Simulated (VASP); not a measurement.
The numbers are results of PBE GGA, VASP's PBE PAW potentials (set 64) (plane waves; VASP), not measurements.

A VASP calculation is set up with these files.

### KPOINTS
```
Automatic
0
gamma
  9 9 9
```

**POSCAR**
```
Zn3Mo
1
    3.7777320000     0.0000000000     0.0000000000
    0.0000000000     3.7777320000     0.0000000000
    0.0000000000     0.0000000000     3.7777320000
Zn Mo
3 1
Direct
  0.0000000000   0.5000000000   0.5000000000
  0.5000000000   0.5000000000   0.0000000000
  0.5000000000   0.0000000000   0.5000000000
  0.0000000000   0.0000000000   0.0000000000
```

**INCAR**
```
ALGO = Normal
EDIFF = 1E-6
ENCUT = 300
GGA = PE
ISIF = 2
ISMEAR = -1
LASPH = .TRUE.
LCHARG = .FALSE.
LMAXMIX = 4
LREAL = .FALSE.
LWAVE = .FALSE.
NELM = 100
PREC = Accurate
SIGMA = 0.136
SYSTEM = Zn3Mo
```

POTCAR, in this order: Zn Mo_sv (PBE.64 set). Program: vasp_std.

At this cut-off the stress carries a Pulay error, which pulls relaxed volumes low.

Problem. Estimate the energy per atom (σ→0), pressure, band gap (on the k-mesh).

Solution. 
```yaml
energy per atom (σ→0): -3.562 eV/atom
band gap (on the k-mesh): none (metal, semimetal or under 0.01 eV)
pressure: 11.08 GPa
```

**OSZICAR**
```
...
DAV:   6    -0.143810657220E+02    0.84407E+00   -0.33548E+00  2582   0.279E+01    0.655E+00
DAV:   7    -0.143028329036E+02    0.78233E-01   -0.18342E-01  2238   0.362E+00    0.281E+00
DAV:   8    -0.142831027783E+02    0.19730E-01   -0.23971E-02  2396   0.130E+00    0.455E-01
DAV:   9    -0.142830225921E+02    0.80186E-04   -0.48340E-03  2226   0.568E-01    0.224E-01
DAV:  10    -0.142829046915E+02    0.11790E-03   -0.23814E-04  2584   0.142E-01    0.126E-01
DAV:  11    -0.142828841516E+02    0.20540E-04   -0.99882E-05  2304   0.600E-02    0.265E-02
DAV:  12    -0.142828841057E+02    0.45926E-07   -0.69642E-06  2238   0.284E-02
   1 F= -.14282884E+02 E0= -.14249352E+02  d E =-.670651E-01
```

The structure was generated: Zn3Mo was put into an ordered model structure, which need not be its known phase. The cell was not relaxed at this level.
